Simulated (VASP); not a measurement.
Data:

```xyz
2
Lattice="1.6405 -2.7586 0.0000 1.6405 2.7586 0.0000 0.0000 0.0000 5.2524" Properties=species:S:1:pos:R:3 pbc="T T T"
Mg     1.6405     0.9195     1.3131
Mg     1.6405    -0.9195     3.9393
```

Level of theory: r2SCAN meta-GGA, VASP's PBE PAW potentials (set 64) (plane waves; VASP 6.6.1). Run with 480 eV cut-off, 12×12×8 Γ-centred mesh, first-order Methfessel-Paxton smearing of 0.10 eV, potentials Mg.

**Question.** Give the stress tensor in GPa (positive for a compressed cell).

**Answer.** 
```
-2.40   0.00   0.00
 0.00  -1.31   0.00
 0.00   0.00  -2.74
```
The pressure is its mean diagonal, -2.15 GPa.

The compound is Mg in the hcp structure. This cell was strained or had an atom moved on purpose.
